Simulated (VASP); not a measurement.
A VASP calculation is set up with these files.

**KPOINTS**
```
K-points
0
G
6 6 6
0 0 0
```

INCAR:
```
! general
SYSTEM  = CdSiP2
PREC    = Accurate
ENCUT   = 300   ! plane-wave cut-off (eV)
LREAL   = F   ! projection in real space or not
LASPH   = T   ! aspherical one-centre terms

! electronic loop
EDIFF   = 1E-6
NELM    = 100
ALGO    = Normal   ! blocked Davidson
LMAXMIX = 4   ! l cut-off of mixed one-centre charges

! smearing
ISMEAR  = 0   ! Gaussian
SIGMA   = 0.272

! functional
GGA     = PS

! ions
ISIF    = 2   ! forces and stress, cell fixed

! output
LWAVE   = F
LCHARG  = F
```

POSCAR:
```
CdSiP2
1
   -2.7209320000     2.7209320000     5.3621230000
    2.7209320000    -2.7209320000     5.3621230000
    2.7209320000     2.7209320000    -5.3621230000
Cd Si P
2 2 4
Direct
  0.7500000000   0.2500000000   0.5000000000
  0.0000000000   0.0000000000   0.0000000000
  0.2500000000   0.7500000000   0.5000000000
  0.5000000000   0.5000000000   0.0000000000
  0.1324000000   0.1250000000   0.5074000000
  0.6176000000   0.6250000000   0.4926000000
  0.3750000000   0.8676000000   0.9926000000
  0.8750000000   0.3824000000   0.0074000000
```

POTCAR, in this order: Cd Si P (PBE.64 set). Program: vasp_std.

Write an equivalent input for Quantum ESPRESSO's pw.x.

One equivalent input (not run):
```
&CONTROL
  calculation = 'scf'
  pseudo_dir = './pseudo'
  outdir = './out'
  tprnfor = .true.
  tstress = .true.
/
&SYSTEM
  ibrav = 0
  nat = 8
  ntyp = 3
  ecutwfc = 102
  occupations = 'smearing'
  smearing = 'gaussian'
  degauss = 0.01999
  input_dft = 'pbesol'
/
&ELECTRONS
  conv_thr = 7.3e-08
  electron_maxstep = 100
/
ATOMIC_SPECIES
  Cd 112.414 Cd.upf
  Si 28.085 Si.upf
  P 30.974 P.upf
CELL_PARAMETERS angstrom
    -2.7209320    2.7209320    5.3621230
     2.7209320   -2.7209320    5.3621230
     2.7209320    2.7209320   -5.3621230
ATOMIC_POSITIONS crystal
  Cd   0.7500000  0.2500000  0.5000000
  Cd   0.0000000  0.0000000  0.0000000
  Si   0.2500000  0.7500000  0.5000000
  Si   0.5000000  0.5000000  0.0000000
  P    0.1324000  0.1250000  0.5074000
  P    0.6176000  0.6250000  0.4926000
  P    0.3750000  0.8676000  0.9926000
  P    0.8750000  0.3824000  0.0074000
K_POINTS automatic
  6 6 6 0 0 0
```
The two are equivalent in intent, not identical: the potentials are each code's own (VASP's PAW set, PseudoDojo norm-conserving files in pw.x), so ENCUT and ecutwfc are chosen apart and not converted; conv_thr bounds pw.x's estimated SCF error, while EDIFF bounds the energy change between steps.

The structure was generated: CdSiP2 was put into an ordered model structure, which need not be its known phase. The cell was not relaxed at this level. The run is one of a series of settings (GGA = PS against the base run), some of them coarse on purpose.
